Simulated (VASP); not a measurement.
VASP ran on this input.

**POSCAR**
```
Ta
1
   -1.6848222127     1.6848222127     1.6848222127
    1.6848222127    -1.6848222127     1.6848222127
    1.6848222127     1.6848222127    -1.6848222127
Ta
1
Direct
  0.0000000000   0.0000000000   0.0000000000
```

KPOINTS:
```
Automatic mesh
0
Gamma
15 15 15
0 0 0
```

**INCAR**
```
SYSTEM=Ta
PREC=Accurate; ENCUT=520; LREAL=.FALSE.
LASPH=.TRUE.
EDIFF=1E-7; NELM=100; ALGO=Normal
LMAXMIX=6
ISMEAR=1; SIGMA=0.1
GGA=PE; IVDW=13
ISIF=2
LWAVE=.FALSE.; LCHARG=.FALSE.
```

POTCAR, in this order: Ta_pv (PBE.64 set). Program: vasp_std.

Q: Write an equivalent input for Ansatz.

A: One equivalent input (not run):
Ansatz 0.2 input:
```yaml
crystal:
  lattice:
    - [-1.6848222, 1.6848222, 1.6848222]
    - [1.6848222, -1.6848222, 1.6848222]
    - [1.6848222, 1.6848222, -1.6848222]
  atoms:
    - { symbol: Ta, position: [0.0000000, 0.0000000, 0.0000000] }
kpoints:
  mp_grid: { grid: [15, 15, 15] }
hamiltonian:
  xc: pbe
  dispersion: d4
  pseudopotentials: { kind: paw }
scf:
  occupations: { method: methfessel_paxton, width: 0.1 }
  max_iter: 100
output: { forces: true, stress: true, eigenvalues: true }
```
The two are equivalent in intent, not identical: each code has its own PAW files, so the cut-off isn't converted (ENCUT is set for VASP's; basis.ecutwfc is left out, and Ansatz then takes the one that its files recommend); Ansatz stops its SCF on the density residual and VASP on the energy change (EDIFF).

The compound is Ta in the bcc structure. This cell is one point of a volume scan, at 1.06 of the reference volume.
